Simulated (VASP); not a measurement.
BN (zinc blende): the LDA mean ε∞ (DFPT) against the volume, with the cell scaled uniformly; LDA's own equilibrium is at 5.753 Å³/atom. VASP (PAW), 520 eV cut-off, 15×15×15 Γ-centred mesh, Gaussian smearing of 0.010 eV, potentials B N.  Fit the value as a straight line in ln V.

| V (Å³/atom) | LDA mean ε∞ (DFPT) |
|---|---|
| 5.235 | 4.49 |
| 5.407 | 4.52 |
| 5.58 | 4.54 |
| 5.753 | 4.57 |
| 5.925 | 4.59 |
| 6.098 | 4.62 |

**Question.** Fit the rows as the text says and predict the value at 5.062.

**Answer.** The slope against ln V is 0.83. The line misses the rows by up to 0.00 and gives 4.46 at 5.062. The run gave 4.47, +0.01 from the line.

Left out are failed runs and those whose mesh is unfit for this quantity.

The compound is BN in the zinc blende structure.
